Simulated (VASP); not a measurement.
A run of VASP 6.6.1:

The input POSCAR:

```
Na2Sc
1.0
    3.3730850600      0.0000000000      0.0000000000
   -1.6865425300      2.9211773500      0.0000000000
    0.0000000000      0.0000000000      5.6300470300
Na Sc
2 1
Cartesian
   -0.0000000169      1.9474515764      1.4075117575
    1.6865425469      0.9737257736      4.2225352725
    0.0000000000      0.0000000000      0.0000000000
```

Contents of INCAR.step1:

```
SYSTEM = Na2Sc
PREC = Accurate
ENCUT = 520
EDIFF = 1E-6
ISMEAR = 1
SIGMA = 0.2
LREAL = .False.
LASPH = .True.
NELM = 100
ALGO = Normal
ISIF = 2
LWAVE = .False.
LCHARG = .True.
LMAXMIX = 4
LDAU = .True.
LDAUTYPE = 2
LDAUL = -1 2
LDAUU = 0 5.3
LDAUJ = 0 0
LDAUPRINT = 1
GGA = PS
LUSE_VDW = .True.
IVDW_NL = 2
BPARAM = 20.0
CPARAM = 0.0093
NBANDS = 20
```

Contents of KPOINTS.step1:

```
regular mesh
0
Gamma
  9 9 5
  0 0 0
```

INCAR.step2

```
SYSTEM = Na2Sc
PREC = Accurate
ENCUT = 520
EDIFF = 1E-6
ISMEAR = 0
SIGMA = 0.05
LREAL = .False.
LASPH = .True.
NELM = 100
ALGO = Normal
ISIF = 2
LWAVE = .False.
LCHARG = .False.
LMAXMIX = 4
LDAU = .True.
LDAUTYPE = 2
LDAUL = -1 2
LDAUU = 0 5.3
LDAUJ = 0 0
LDAUPRINT = 1
GGA = PS
LUSE_VDW = .True.
IVDW_NL = 2
BPARAM = 20.0
CPARAM = 0.0093
NBANDS = 20
ICHARG = 11
```

The input KPOINTS.step2:

```
path GMKGALHA,LM,KH
15
line-mode
reciprocal
 0.0000000000  0.0000000000  0.0000000000  G
 0.5000000000  0.0000000000  0.0000000000  M

 0.5000000000  0.0000000000  0.0000000000  M
 0.3333333333  0.3333333333  0.0000000000  K

 0.3333333333  0.3333333333  0.0000000000  K
 0.0000000000  0.0000000000  0.0000000000  G

 0.0000000000  0.0000000000  0.0000000000  G
 0.0000000000  0.0000000000  0.5000000000  A

 0.0000000000  0.0000000000  0.5000000000  A
 0.5000000000  0.0000000000  0.5000000000  L

 0.5000000000  0.0000000000  0.5000000000  L
 0.3333333333  0.3333333333  0.5000000000  H

 0.3333333333  0.3333333333  0.5000000000  H
 0.0000000000  0.0000000000  0.5000000000  A

 0.5000000000  0.0000000000  0.5000000000  L
 0.5000000000  0.0000000000  0.0000000000  M

 0.3333333333  0.3333333333  0.0000000000  K
 0.3333333333  0.3333333333  0.5000000000  H
```

Potentials or basis: VASP PAW PBE potentials, release 64 (Na_pv, Sc_sv).

The run is started by

```bash
$ cat potpaw_PBE.64/Na_pv/POTCAR potpaw_PBE.64/Sc_sv/POTCAR > POTCAR
$ cp INCAR.step1 INCAR
$ cp KPOINTS.step1 KPOINTS
$ mpirun -np 1 vasp_std > vasp.out
$ cp INCAR.step2 INCAR
$ cp KPOINTS.step2 KPOINTS
$ mpirun -np 1 vasp_std > vasp.out
```

Hardware: 1 thread of Intel(R) Xeon(R) Platinum 8488C (Sapphire Rapids), with other jobs on the host.

Question: Estimate the wall time of this run.

Answer: Wall time 2.4 min on 1 thread of Intel(R) Xeon(R) Platinum 8488C (Sapphire Rapids), with other jobs on the host, peak memory 0.4 GiB. Counts: scf iterations 8, k points 135.
